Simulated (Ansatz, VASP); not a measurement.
# ScAlB4: VASP beside Ansatz, part 2 of 2

One calculation is typed for both programs; each brings its own data sets. How far apart do they land? The cell is generated by rule, not measured, and may not be a known phase. The cell is taken from a series of runs on this material, whose earlier steps may have relaxed, scaled, displaced or heated it; both programs get it as it stands.

VASP 6.6.1 and Ansatz 0.2.0.

So far: Starting point; Ansatz: zone-centre phonons, LDA.

**3. VASP: zone-centre phonons, LDA**

Level of this step: LDA; plane waves and PAW (Sc_sv, Al, B); invented cell (VASP).

The same cell, functional (in two slightly different forms), mesh and smearing now go to VASP, with its own data sets.

Lines of VASP's logs that name or quote its potential files are left out, and so is its time.

Contents of INCAR:

```
SYSTEM = ScAlB4
PREC = Accurate
ENCUT = 500
EDIFF = 1E-08
NELM = 120
ISMEAR = 1
SIGMA = 0.2
LREAL = .FALSE.
ALGO = Normal
GGA = CA
NBANDS = 19
LASPH = .TRUE.
LORBIT = 11
LWAVE = .FALSE.
LCHARG = .FALSE.
ISIF = 2
IBRION = 8
GGA_COMPAT = .FALSE.
KPAR = 2
```

Contents of POSCAR:

```
ScAlB4
1.0
    0.0000000000      2.9945439792      2.9945439792
    2.9945439792      0.0000000000      2.9945439792
    2.9945439792      2.9945439792      0.0000000000
Sc Al B
1 1 4
Direct
    0.2500000000      0.2500000000      0.2500000000
    0.0000000000      0.0000000000      0.0000000000
    0.6435638331      0.6435638331      0.6435638331
    0.0693085008      0.6435638331      0.6435638331
    0.6435638331      0.0693085008      0.6435638331
    0.6435638331      0.6435638331      0.0693085008
```

Contents of KPOINTS:

```
Automatic mesh
0
Gamma
12 12 12
0 0 0
```

PAW data sets: Sc_sv, Al and B (LDA family, release 64).

The run is started by

```sh
$ mpirun -np 2 vasp_std
```

Numbers of over 12 decimals in the logs are rounded to 6 here.

The log of the run:

```text
[banner, memory and clock lines left out]
running    2 mpi-ranks, on    1 nodes
 distrk:  each k-point on    1 cores,    2 groups
 distr:  one band on    1 cores,    1 groups

 POSCAR found type information on POSCAR ScAlB
 POSCAR found :  3 types and       6 ions
 LDA part: xc-table for (Slater(with rela. corr.)+CA(PZ))
 , standard interpolation
 POSCAR, INCAR and KPOINTS ok, starting setup
 FFT: planning ... GRIDC
 FFT: planning ... GRID_SOFT
 FFT: planning ... GRID
 WAVECAR not read
 entering main loop
       N       E                     dE             d eps       ncg     rms          rms(c)
DAV:   1     0.201782848839E+03    0.20178E+03   -0.12068E+04  2896   0.131E+03
DAV:   2    -0.247149745272E+02   -0.22650E+03   -0.22216E+03  2961   0.405E+02
DAV:   3    -0.413446302591E+02   -0.16630E+02   -0.15877E+02  4573   0.100E+02
DAV:   4    -0.417538820988E+02   -0.40925E+00   -0.40654E+00  4496   0.164E+01
DAV:   5    -0.417572242711E+02   -0.33422E-02   -0.33362E-02  4138   0.110E+00    0.144E+01
DAV:   6    -0.385470104834E+02    0.32102E+01   -0.14039E+01  4677   0.357E+01    0.593E+00
DAV:   7    -0.384972558906E+02    0.49755E-01   -0.92529E-01  4448   0.951E+00    0.439E+00
DAV:   8    -0.384669717851E+02    0.30284E-01   -0.52873E-02  4416   0.187E+00    0.117E+00
DAV:   9    -0.384643502287E+02    0.26216E-02   -0.93087E-03  4136   0.846E-01    0.154E-01
DAV:  10    -0.384642037673E+02    0.14646E-03   -0.12651E-03  4592   0.422E-01    0.357E-02
DAV:  11    -0.384642007614E+02    0.30058E-05   -0.13853E-04  4530   0.142E-01    0.126E-02
DAV:  12    -0.384641973700E+02    0.33914E-05   -0.31743E-05  4660   0.591E-02    0.374E-03
DAV:  13    -0.384641971277E+02    0.24233E-06   -0.15723E-06  4657   0.122E-02    0.108E-03
DAV:  14    -0.384641971273E+02    0.36493E-09   -0.42869E-08  3654   0.213E-03
   1 F= -.38464197E+02 E0= -.38465012E+02  d E =0.244435E-02
 Linear response reoptimize wavefunctions to high precision
DAV:   1    -0.384641971262E+02    0.11673E-08   -0.75228E-09  3677   0.858E-04
DAV:   2    -0.384641971262E+02   -0.90949E-12   -0.25928E-10  1998   0.135E-04
 Linear response DOF=           3
 Linear response progress:
  Degree of freedom:   1/  3
       N       E                     dE             d eps       ncg     rms          rms(c)
RMM:   1    -0.748853957534E+00   -0.74885E+00   -0.10295E+02 10895   0.198E+02
RMM:   2    -0.739945516440E+00    0.89084E-02   -0.31955E-01 16766   0.512E+00    0.125E-01
RMM:   3    -0.741420785788E+00   -0.14753E-02   -0.10645E-02 19347   0.924E-01    0.570E-02
RMM:   4    -0.740734808179E+00    0.68598E-03   -0.15156E-03 23091   0.223E-01    0.261E-02
RMM:   5    -0.740419876557E+00    0.31493E-03   -0.13077E-04 22105   0.699E-02    0.536E-03
RMM:   6    -0.740395916521E+00    0.23960E-04   -0.31667E-05 23342   0.231E-02    0.301E-03
RMM:   7    -0.740402442346E+00   -0.65258E-05   -0.60015E-06 21294   0.127E-02    0.595E-04
RMM:   8    -0.740403756948E+00   -0.13146E-05   -0.20649E-06 24365   0.482E-03    0.420E-04
RMM:   9    -0.740409571874E+00   -0.58149E-05   -0.13020E-06 21989   0.255E-03    0.145E-04
RMM:  10    -0.740412567850E+00   -0.29960E-05   -0.11956E-06 23023   0.148E-03    0.421E-05
RMM:  11    -0.740413465053E+00   -0.89720E-06   -0.31700E-07 22035   0.112E-03    0.181E-05
RMM:  12    -0.740413938050E+00   -0.47300E-06   -0.30725E-07 22787   0.930E-04    0.573E-06
RMM:  13    -0.740413850112E+00    0.87939E-07    0.88045E-08 22154   0.864E-04    0.394E-06
RMM:  14    -0.740413905275E+00   -0.55163E-07    0.26917E-08 22552   0.818E-04    0.185E-06
RMM:  15    -0.740413946097E+00   -0.40822E-07    0.95190E-08 22677   0.803E-04    0.128E-06
RMM:  16    -0.740413954205E+00   -0.81083E-08    0.11095E-07 23286   0.791E-04    0.273E-07
RMM:  17    -0.740413950389E+00    0.38166E-08    0.14434E-07 23477   0.787E-04    0.452E-07
RMM:  18    -0.740413949881E+00    0.50743E-09    0.14264E-07 23803   0.783E-04    0.400E-07
RMM:  19    -0.740413957142E+00   -0.72607E-08    0.13749E-07 24299   0.782E-04    0.508E-07
RMM:  20    -0.740413951045E+00    0.60972E-08    0.82219E-08 24770   0.779E-04    0.632E-07
 first order change of Fermi-energy  -0.18272E-04
 force on displaced ion       1 direction 1 : -18.308  -0.000  -0.000
 Linear response progress:
  Degree of freedom:   2/  3
       N       E                     dE             d eps       ncg     rms          rms(c)
RMM:   1    -0.108742502416E-01   -0.10874E-01   -0.47723E-03 23316   0.220E+00
RMM:   2    -0.853259741981E-02    0.23417E-02   -0.17266E-03 18926   0.389E-01    0.787E-02
RMM:   3    -0.849881038354E-02    0.33787E-04   -0.34096E-04 20001   0.134E-01    0.373E-02
RMM:   4    -0.859989981704E-02   -0.10109E-03   -0.15103E-04 21044   0.782E-02    0.920E-03
RMM:   5    -0.859301308347E-02    0.68867E-05   -0.89881E-06 22172   0.226E-02    0.386E-03
RMM:   6    -0.859908060230E-02   -0.60675E-05    0.17303E-08 23043   0.554E-03    0.146E-03
RMM:   7    -0.859717699540E-02    0.19036E-05    0.47917E-08 21775   0.186E-03    0.581E-04
RMM:   8    -0.859830939478E-02   -0.11324E-05   -0.45857E-08 21160   0.945E-04    0.779E-05
RMM:   9    -0.859824803262E-02    0.61362E-07   -0.55601E-08 22688   0.351E-04    0.599E-05
RMM:  10    -0.859823318414E-02    0.14848E-07   -0.44693E-08 21803   0.202E-04    0.224E-05
RMM:  11    -0.859828588711E-02   -0.52703E-07   -0.63294E-08 20909   0.161E-04    0.151E-05
RMM:  12    -0.859828362441E-02    0.22627E-08   -0.73973E-08 21852   0.144E-04    0.205E-06
 first order change of Fermi-energy   0.12194E-04
 force on displaced ion       2 direction 1 :  -6.459  -0.000  -0.000
 Linear response progress:
  Degree of freedom:   3/  3
       N       E                     dE             d eps       ncg     rms          rms(c)
RMM:   1    -0.479082135253E-01   -0.47908E-01    0.16907E-02 42865   0.185E+00
RMM:   2    -0.439016798364E-01    0.40065E-02   -0.29584E-03 32322   0.519E-01    0.145E-01
RMM:   3    -0.438361841349E-01    0.65496E-04   -0.13100E-03 30930   0.249E-01    0.727E-02
RMM:   4    -0.441649474793E-01   -0.32876E-03   -0.43576E-04 34630   0.137E-01    0.219E-02
RMM:   5    -0.442642370519E-01   -0.99290E-04   -0.54795E-05 39327   0.386E-02    0.979E-03
RMM:   6    -0.442962728208E-01   -0.32036E-04   -0.72866E-06 34919   0.148E-02    0.337E-03
RMM:   7    -0.443015277102E-01   -0.52549E-05   -0.20657E-06 33028   0.887E-03    0.107E-03
RMM:   8    -0.442989158244E-01    0.26119E-05   -0.38799E-07 35455   0.343E-03    0.386E-04
RMM:   9    -0.442981804367E-01    0.73539E-06   -0.14204E-07 38207   0.123E-03    0.689E-05
RMM:  10    -0.442982100374E-01   -0.29601E-07   -0.37948E-08 36059   0.564E-04    0.377E-05
RMM:  11    -0.442981218589E-01    0.88179E-07   -0.34633E-08 37013   0.313E-04    0.148E-05
RMM:  12    -0.442981838086E-01   -0.61950E-07   -0.42100E-08 35831   0.271E-04    0.659E-06
RMM:  13    -0.442981790283E-01    0.47803E-08   -0.55753E-08 36848   0.258E-04    0.156E-06
 first order change of Fermi-energy  -0.12360E+00
 force on displaced ion       3 direction 1 :  -6.072  -0.869  -0.869
 Linear response finished
```

Parts of OUTCAR (step 3):

```text
ion  position               nearest neighbor table
   1  0.250  0.250  0.250-   4 2.52   5 2.52   4 2.52   6 2.52   5 2.52   6 2.52   3 2.52   3 2.52
                             3 2.52   4 2.52   5 2.52   6 2.52   2 2.59   2 2.59   2 2.59   2 2.59
   2  0.000  0.000  0.000-   4 2.46   5 2.46   6 2.46   3 2.46   3 2.46   3 2.46   6 2.46   4 2.46
                             5 2.46   5 2.46   4 2.46   6 2.46   1 2.59   1 2.59   1 2.59   1 2.59
   3  0.644  0.644  0.644-   4 1.80   5 1.80   6 1.80   2 2.46   2 2.46   2 2.46   1 2.52   1 2.52
                             1 2.52
   4  0.069  0.644  0.644-   3 1.80   5 1.80   6 1.80   2 2.46   2 2.46   2 2.46   1 2.52   1 2.52
                             1 2.52
   5  0.644  0.069  0.644-   3 1.80   4 1.80   6 1.80   2 2.46   2 2.46   2 2.46   1 2.52   1 2.52
                             1 2.52
   6  0.644  0.644  0.069-   3 1.80   4 1.80   5 1.80   2 2.46   2 2.46   2 2.46   1 2.52   1 2.52
                             1 2.52

  LATTYP: Found a face centered cubic cell.
 ALAT       =     5.9890879584

 Subroutine GETGRP returns: Found 24 space group operations
 (whereof 24 operations were pure point group operations)

The static configuration has the point symmetry T_d .

 Found     72 irreducible k-points:

   k-points           NKPTS =     72   k-points in BZ     NKDIM =     72   number of bands    NBANDS=     19

   dimension x,y,z NGX =    32 NGY =   32 NGZ =   32
   dimension x,y,z NGXF=    64 NGYF=   64 NGZF=   64

   ENCUT  =  500.0 eV  36.75 Ry    6.06 a.u.   7.72  7.72  7.72*2*pi/ulx,y,z

   NELECT =      26.0000    total number of electrons

 k-points in reciprocal lattice and weights: Automatic mesh
   0.00000000  0.00000000  0.00000000       0.001
   0.08333333  0.00000000  0.00000000       0.005
   0.16666667  0.00000000  0.00000000       0.005
   0.25000000  0.00000000  0.00000000       0.005
   0.33333333  0.00000000  0.00000000       0.005
   0.41666667  0.00000000  0.00000000       0.005
   0.50000000  0.00000000  0.00000000       0.002
   0.08333333  0.08333333  0.00000000       0.003
   0.16666667  0.08333333  0.00000000       0.014
[...]
-----------------------------------------------------------------------------------
    total drift:                                0.000000      0.000000      0.000000

 Eigenvectors and eigenvalues of the dynamical matrix
 ----------------------------------------------------

   1 f  =   19.890049 THz   124.972864 2PiTHz  663.460620 cm-1    82.258596 meV
             X         Y         Z           dx          dy          dz
      1.497272  1.497272  1.497272    -0.000000   -0.000000   -0.000000
      0.000000  0.000000  0.000000     0.000000    0.000000   -0.000000
      3.854360  3.854360  3.854360     0.288675    0.288675    0.288675
      3.854360  2.134728  2.134728     0.288675   -0.288675   -0.288675
      2.134728  3.854360  2.134728    -0.288675    0.288675   -0.288675
      2.134728  2.134728  3.854360    -0.288675   -0.288675    0.288675

   2 f  =   13.731337 THz    86.276537 2PiTHz  458.028110 cm-1    56.788222 meV
             X         Y         Z           dx          dy          dz
      1.497272  1.497272  1.497272    -0.066492   -0.232111    0.333293
      0.000000  0.000000  0.000000    -0.012154   -0.042426    0.060920
      3.854360  3.854360  3.854360     0.105777    0.311974   -0.391959
      3.854360  2.134728  2.134728    -0.028356    0.400119   -0.303814
      2.134728  3.854360  2.134728     0.413474   -0.041711   -0.084262
      2.134728  2.134728  3.854360    -0.336053   -0.129856    0.003883

   3 f  =   13.731337 THz    86.276537 2PiTHz  458.028110 cm-1    56.788222 meV
             X         Y         Z           dx          dy          dz
      1.497272  1.497272  1.497272     0.251065   -0.288964   -0.151152
      0.000000  0.000000  0.000000     0.045890   -0.052818   -0.027628
      3.854360  3.854360  3.854360    -0.437886    0.234455    0.062878
      3.854360  2.134728  2.134728     0.145554   -0.098369   -0.269947
      2.134728  3.854360  2.134728    -0.054821    0.102005    0.445943
      2.134728  2.134728  3.854360    -0.237512    0.434830    0.113119

   4 f  =   13.731337 THz    86.276537 2PiTHz  458.028110 cm-1    56.788222 meV
             X         Y         Z           dx          dy          dz
      1.497272  1.497272  1.497272    -0.319258   -0.178900   -0.188281
      0.000000  0.000000  0.000000    -0.058355   -0.032700   -0.034414
      3.854360  3.854360  3.854360    -0.057509   -0.232257   -0.220577
      3.854360  2.134728  2.134728     0.429244    0.190968    0.202647
      2.134728  3.854360  2.134728     0.179649    0.440562    0.016581
      2.134728  2.134728  3.854360     0.192085    0.017338    0.439806

   5 f  =   12.446728 THz    78.205101 2PiTHz  415.178168 cm-1    51.475509 meV
             X         Y         Z           dx          dy          dz
      1.497272  1.497272  1.497272     0.249392   -0.532589   -0.297126
      0.000000  0.000000  0.000000    -0.155675    0.332452    0.185472
      3.854360  3.854360  3.854360     0.168817    0.153337    0.157998
      3.854360  2.134728  2.134728    -0.299797    0.294190    0.298852
      2.134728  3.854360  2.134728    -0.131983    0.126377   -0.142802
      2.134728  2.134728  3.854360     0.001004   -0.014477   -0.001949

   6 f  =   12.446728 THz    78.205101 2PiTHz  415.178168 cm-1    51.475509 meV
             X         Y         Z           dx          dy          dz
      1.497272  1.497272  1.497272    -0.398946    0.100330   -0.514692
      0.000000  0.000000  0.000000     0.249029   -0.062628    0.321280
      3.854360  3.854360  3.854360     0.221775    0.231659    0.219484
      3.854360  2.134728  2.134728    -0.012251    0.006340   -0.005836
      2.134728  3.854360  2.134728     0.278441   -0.284352    0.276149
      2.134728  2.134728  3.854360    -0.068917   -0.059033    0.050830

   7 f  =   12.446728 THz    78.205101 2PiTHz  415.178168 cm-1    51.475509 meV
             X         Y         Z           dx          dy          dz
      1.497272  1.497272  1.497272    -0.461278   -0.374719    0.284499
      0.000000  0.000000  0.000000     0.287938    0.233906   -0.177589
      3.854360  3.854360  3.854360     0.146608    0.148322    0.161372
      3.854360  2.134728  2.134728     0.095653   -0.112203   -0.099153
      2.134728  3.854360  2.134728    -0.065029    0.048479   -0.050265
      2.134728  2.134728  3.854360     0.307290    0.309003   -0.310789

   8 f  =   11.204159 THz    70.397809 2PiTHz  373.730524 cm-1    46.336659 meV
             X         Y         Z           dx          dy          dz
      1.497272  1.497272  1.497272    -0.000000    0.000000    0.000000
      0.000000  0.000000  0.000000    -0.000000   -0.000000   -0.000000
      3.854360  3.854360  3.854360     0.235710    0.170816   -0.406525
      3.854360  2.134728  2.134728     0.235710   -0.170816    0.406525
      2.134728  3.854360  2.134728    -0.235710    0.170816    0.406525
      2.134728  2.134728  3.854360    -0.235710   -0.170816   -0.406525

   9 f  =   11.204159 THz    70.397809 2PiTHz  373.730524 cm-1    46.336659 meV
             X         Y         Z           dx          dy          dz
      1.497272  1.497272  1.497272    -0.000000    0.000000   -0.000000
      0.000000  0.000000  0.000000     0.000000    0.000000    0.000000
      3.854360  3.854360  3.854360     0.333328   -0.370795    0.037467
      3.854360  2.134728  2.134728     0.333328    0.370795   -0.037467
      2.134728  3.854360  2.134728    -0.333328   -0.370795   -0.037467
      2.134728  2.134728  3.854360    -0.333328    0.370795    0.037467

  10 f  =    9.759950 THz    61.323573 2PiTHz  325.556882 cm-1    40.363891 meV
             X         Y         Z           dx          dy          dz
      1.497272  1.497272  1.497272     0.000000   -0.000000   -0.000000
      0.000000  0.000000  0.000000     0.000000    0.000000    0.000000
      3.854360  3.854360  3.854360     0.158342   -0.129847   -0.028496
      3.854360  2.134728  2.134728    -0.158342    0.321998   -0.480340
      2.134728  3.854360  2.134728    -0.350494    0.129847    0.480340
      2.134728  2.134728  3.854360     0.350494   -0.321998    0.028496

  11 f  =    9.759950 THz    61.323573 2PiTHz  325.556882 cm-1    40.363891 meV
             X         Y         Z           dx          dy          dz
      1.497272  1.497272  1.497272     0.000000   -0.000000   -0.000000
      0.000000  0.000000  0.000000     0.000000    0.000000    0.000000
      3.854360  3.854360  3.854360     0.113753   -0.469980    0.356226
      3.854360  2.134728  2.134728    -0.113753    0.001152   -0.114906
      2.134728  3.854360  2.134728     0.355074    0.469980    0.114906
      2.134728  2.134728  3.854360    -0.355074   -0.001152   -0.356226

  12 f  =    9.759950 THz    61.323573 2PiTHz  325.556882 cm-1    40.363891 meV
             X         Y         Z           dx          dy          dz
      1.497272  1.497272  1.497272     0.000000   -0.000000   -0.000000
      0.000000  0.000000  0.000000    -0.000000    0.000000    0.000000
      3.854360  3.854360  3.854360     0.460421   -0.110720   -0.349701
      3.854360  2.134728  2.134728    -0.460421   -0.382513   -0.077909
      2.134728  3.854360  2.134728     0.032812    0.110720    0.077909
      2.134728  2.134728  3.854360    -0.032812    0.382513    0.349701

  13 f  =    7.265033 THz    45.647549 2PiTHz  242.335420 cm-1    30.045749 meV
             X         Y         Z           dx          dy          dz
      1.497272  1.497272  1.497272     0.037820    0.046394   -0.053402
      0.000000  0.000000  0.000000    -0.362695   -0.444913    0.512120
      3.854360  3.854360  3.854360     0.112381    0.126854   -0.041619
      3.854360  2.134728  2.134728     0.134458    0.007711   -0.160763
      2.134728  3.854360  2.134728    -0.033771    0.175940   -0.187771
      2.134728  2.134728  3.854360     0.280611    0.295084   -0.306915
    [... 43 further lines ...]
      2.134728  3.854360  2.134728     0.043291    0.302236    0.028772
      2.134728  2.134728  3.854360     0.043837    0.302323    0.028685

 ELASTIC MODULI CONTR FROM IONIC RELAXATION (kBar)
 Direction    XX          YY          ZZ          XY          YZ          ZX
 --------------------------------------------------------------------------------
 XX        -493.1885   -414.7775   -414.7775      0.0000      0.0000     -0.0000
 YY        -414.7775   -493.1885   -414.7775      0.0000      0.0000     -0.0000
 ZZ        -414.7775   -414.7775   -493.1885      0.0000      0.0000     -0.0000
 XY           0.0000      0.0000      0.0000  -1162.9178     -0.0000     -0.0000
 YZ           0.0000     -0.0000      0.0000     -0.0000  -1162.9178     -0.0000
 ZX          -0.0000     -0.0000     -0.0000     -0.0000     -0.0000  -1162.9178
 --------------------------------------------------------------------------------
```

**4. Comparison**

Known differences besides the potentials themselves: the two LDA forms differ slightly; the cutoff is 420 eV in Ansatz and 500 eV in VASP; VASP's log shows a relativistic correction to its local exchange, Ansatz's none. Total energies have different zeros and are not compared.

Compared:

```
                    quantity  Ansatz   VASP  difference
  optical mode 1 to 3 (cm⁻¹)   239.1  242.3     -1.33 %
  optical mode 4 to 6 (cm⁻¹)   323.3  325.6     -0.69 %
  optical mode 7 to 8 (cm⁻¹)   356.9  373.7     -4.50 %
 optical mode 9 to 11 (cm⁻¹)   413.6  415.2     -0.38 %
optical mode 12 to 14 (cm⁻¹)   454.6  458.0     -0.75 %
      optical mode 15 (cm⁻¹)   660.9  663.5     -0.39 %
```

Modes are paired by rising frequency, not by their patterns, so a pair may set unlike modes beside each other; they are those without the splitting of longitudinal modes.

**5. What came out**

| Item | Value |
| --- | --- |
| r.m.s. difference of the optical zone-centre modes, each program's sorted by frequency (zone-centre phonons, LDA) | 6.6 cm⁻¹ |
| difference in optical mode 7 to 8 (zone-centre phonons, LDA) | -4.5 % |

**Reading.** The r.m.s. difference of the optical zone-centre modes, each program's sorted by frequency is 6.6 cm⁻¹ (zone-centre phonons, LDA). Among the rows given in per cent, the largest difference of the zone-centre phonons, LDA pair is in optical mode 7 to 8, -4.5 %. How closely two codes agree says nothing of how well the functional describes the real material.

[Lines on the potential files, build, host, timing and source positions are cut from VASP's logs without a mark.]

[Logs are printed without paths, hosts, clocks, repeated set-up lines and the standing remarks that a program may print on its own settings, such as how far it seeks lower states.]

[Hosts, paths, dates, database ids (printed as entryN), source tags and the programs' standing remarks are cut or masked in the printed files.]
